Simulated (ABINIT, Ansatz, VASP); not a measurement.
**One structure in several programs: AgCl (Fm-3m, 2 atoms in the cell)**

Self-consistent single point, at a second geometry (lattice scaled by 0.98). First geometry:

```
AgCl
1.0
    0.00000     2.77500     2.77500
    2.77500     0.00000     2.77500
    2.77500     2.77500     0.00000
Ag Cl
1 1
Direct
  0.00000   0.00000   0.00000
  0.50000   0.50000   0.50000
```

Shared settings, as Ansatz (a program for electronic structure) writes them: kpoints.mp_grid.grid = 8 8 8; scf.occupations.method = fermi_dirac; scf.occupations.width = 0.01 eV. Potentials and cutoffs stand in the table.

| code | model | ΔF from the first geometry (meV/atom) | pressure (GPa) | gap on the mesh (eV) | cutoff |
|---|---|---|---|---|---|
| Ansatz | PBE, default PAW files | 24.8 | 4.98 | 0.905 | default |
| VASP | PBE, VASP's PBE PAW potentials (set 64) | – | – | 0.887 | 300 eV |
| ABINIT | PBE, norm-conserving pseudopotentials (PseudoDojo nc-sr-05 PBE standard) | 24.8 | 4.94 | 0.906 | 41 Ha |

A dash marks a value that a program does not give, or that is left out as unsure.

Gaps are read on the mesh.

The spread over the programs that give each value: ΔF from the first geometry within 0.0 meV/atom; pressure within 0.04 GPa; gap on the mesh within 0.019 eV.

Ansatz's pressure is given at a fixed set of plane waves, as the other plane-wave codes print theirs; with its correction for the finite basis it is 5.03 GPa.

VASP's run is marked for a possible Pulay error in its stress at this cutoff; no cutoff test was made.

The starting cell has typed, rounded lattice constants, without a prior relaxation at this level. For this run, on top of that: lattice scaled by 0.98.

Left out of this page: Quantum ESPRESSO, GPAW, CP2K and SIESTA (not drawn, or without a comparable value); FLEUR (with a known weakness of the program).

Keys are those of Ansatz 0.2.
